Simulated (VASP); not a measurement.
Computed with MS2 meta-GGA, VASP's PBE PAW potentials (set 64) (plane waves; VASP).

Input for VASP

File POSCAR:
```
CoSi2
3.7189270
  0.0000000000   0.7071067654   0.7071067654
  0.7071067654   0.0000000000   0.7071067654
  0.7071067654   0.7071067654   0.0000000000
Co Si
1 2
direct
  0.0000000000   0.0000000000   0.0000000000
  0.2500000000   0.2500000000   0.2500000000
  0.7500000000   0.7500000000   0.7500000000
```

**INCAR**
```
ALGO=Normal   # blocked Davidson
ISIF=2   # forces and stress, cell fixed
LCHARG=F
LASPH=T
LWAVE=F
METAGGA=MS2
EDIFF=1E-7   # SCF stop (eV)
LMAXMIX=4
SIGMA=0.1   # width (eV)
NELM=100
LMIXTAU=T
ENCUT=520   # plane-wave cut-off (eV)
PREC=Accurate
ISMEAR=1   # Methfessel-Paxton
SYSTEM=CoSi2
LREAL=F   # projection in real space or not
```

File KPOINTS:
```
Automatic mesh
0
Gamma
10 10 10
0 0 0
```

POTCAR, in this order: Co Si (PBE.64 set). Program: vasp_std.

The run wrote:

OUTCAR:
```
 ion  position               nearest neighbor table
   1  0.000  0.000  0.000-   2 2.28   3 2.28   3 2.28   3 2.28   3 2.28   2 2.28   2 2.28   2 2.28
  LATTYP: Found a face centered cubic cell.
 ALAT       =     5.2593568832
 Subroutine PRICEL returns:
 Original cell was already a primitive cell.
 Subroutine GETGRP returns: Found 48 space group operations
The static configuration has the point symmetry O_h .
The dynamic configuration has the point symmetry O_h .
 Subroutine INISYM returns: Found 48 space group operations
 Subroutine IBZKPT returns following result:
 Found     47 irreducible k-points:

 Following reciprocal coordinates:
            Coordinates               Weight
  0.000000  0.000000  0.000000      1.000000
  0.100000  0.000000  0.000000      8.000000
  0.200000  0.000000  0.000000      8.000000
  0.300000  0.000000  0.000000      8.000000
  0.400000  0.000000  0.000000      8.000000
  0.500000  0.000000  0.000000      4.000000
  0.100000  0.100000  0.000000      6.000000
  0.200000  0.100000  0.000000     24.000000
  0.300000  0.100000  0.000000     24.000000
  0.400000  0.100000  0.000000     24.000000
...
```

### OSZICAR
```
       N       E                     dE             d eps       ncg     rms          rms(c)
DAV:   1     0.526875064091E+02    0.52688E+02   -0.68791E+03  1136   0.132E+03
DAV:   2    -0.396676853794E+02   -0.92355E+02   -0.85755E+02  1132   0.263E+02
DAV:   3    -0.447818716955E+02   -0.51142E+01   -0.48980E+01  1492   0.703E+01
DAV:   4    -0.448953471356E+02   -0.11348E+00   -0.11234E+00  1360   0.918E+00
DAV:   5    -0.448985735892E+02   -0.32265E-02   -0.32259E-02  1484   0.164E+00    0.294E+01
DAV:   6    -0.492519285539E+02   -0.43534E+01   -0.19180E+02  1256   0.300E+02    0.400E+01
DAV:   7    -0.311262724620E+02    0.18126E+02   -0.42816E+01  1364   0.160E+02    0.118E+01
DAV:   8    -0.301450807615E+02    0.98119E+00   -0.70111E+00  1636   0.487E+01    0.439E+00
DAV:   9    -0.301926679355E+02   -0.47587E-01   -0.45425E-01  1640   0.112E+01    0.193E+00
DAV:  10    -0.301988010058E+02   -0.61331E-02   -0.41872E-01  1244   0.145E+01    0.181E+00
DAV:  11    -0.301694061287E+02    0.29395E-01   -0.19603E-01  1308   0.997E+00    0.177E-01
DAV:  12    -0.301726805343E+02   -0.32744E-02   -0.28024E-02  1216   0.272E+00    0.139E-01
DAV:  13    -0.301728097152E+02   -0.12918E-03   -0.46310E-04  1472   0.250E-01    0.122E-01
DAV:  14    -0.301730528295E+02   -0.24311E-03   -0.14696E-03  1304   0.715E-01    0.339E-02
DAV:  15    -0.301731195316E+02   -0.66702E-04   -0.27869E-04  1172   0.286E-01    0.268E-02
DAV:  16    -0.301730784556E+02    0.41076E-04   -0.68530E-05  1216   0.165E-01    0.137E-02
DAV:  17    -0.301730985148E+02   -0.20059E-04   -0.27250E-05  1196   0.761E-02    0.487E-03
DAV:  18    -0.301730924673E+02    0.60475E-05   -0.42704E-06  1248   0.324E-02    0.824E-04
DAV:  19    -0.301730933236E+02   -0.85626E-06   -0.85240E-08   924   0.407E-03    0.881E-04
DAV:  20    -0.301730936030E+02   -0.27945E-06   -0.60876E-08   644   0.578E-03    0.236E-04
DAV:  21    -0.301730934229E+02    0.18006E-06   -0.10996E-08   644   0.137E-03    0.439E-04
DAV:  22    -0.301730931656E+02    0.25738E-06   -0.10961E-08   632   0.236E-03    0.717E-05
DAV:  23    -0.301730933377E+02   -0.17219E-06   -0.14389E-09   604   0.547E-04    0.785E-05
DAV:  24    -0.301730933345E+02    0.32844E-08   -0.42632E-10   612   0.372E-04
   1 F= -.30173093E+02 E0= -.30173072E+02  d E =-.643373E-04
```

File OUTCAR:
```
------------------------ aborting loop because EDIFF is reached ----------------------------------------
  FORCE on cell =-STRESS in cart. coord.  units (eV):
  Direction    XX          YY          ZZ          XY          YZ          ZX
  --------------------------------------------------------------------------------------
  Total        1.4628359      1.4628359      1.4628359     -0.0000000      0.0000000      0.0000000
  in kB       64.4418891     64.4418891     64.4418891     -0.0000000      0.0000000      0.0000000
  external PRESSURE =      64.4418891 kB  Pullay stress =       0.0000000 kB
  volume of cell :       36.37
      direct lattice vectors                 reciprocal lattice vectors
     0.000000000  2.629678442  2.629678442    -0.190137316  0.190137316  0.190137316
     2.629678442  0.000000000  2.629678442     0.190137316 -0.190137316  0.190137316
     2.629678442  2.629678442  0.000000000     0.190137316  0.190137316 -0.190137316
 POSITION                                       TOTAL-FORCE (eV/Angst)
 -----------------------------------------------------------------------------------
      0.00000      0.00000      0.00000         0.000000     -0.000000     -0.000000
      1.31484      1.31484      1.31484         0.000000     -0.000000     -0.000000
      3.94452      3.94452      3.94452        -0.000000      0.000000      0.000000
 -----------------------------------------------------------------------------------
    total drift:                               -0.000000     -0.000000      0.000000
  FREE ENERGIE OF THE ION-ELECTRON SYSTEM (eV)
  ---------------------------------------------------
  free  energy   TOTEN  =       -30.1730933345 eV

  energy  without entropy=      -30.1730289972  energy(sigma->0) =      -30.17307189
```
(Selected blocks of OUTCAR.)

The compound is CoSi2 in the fluorite structure. This cell is one point of a volume scan, at 0.97 of the reference volume. The run is not spin-polarised, so no magnetic state was tried. The electron count is odd and the run is not spin-polarised, which forces a metal.
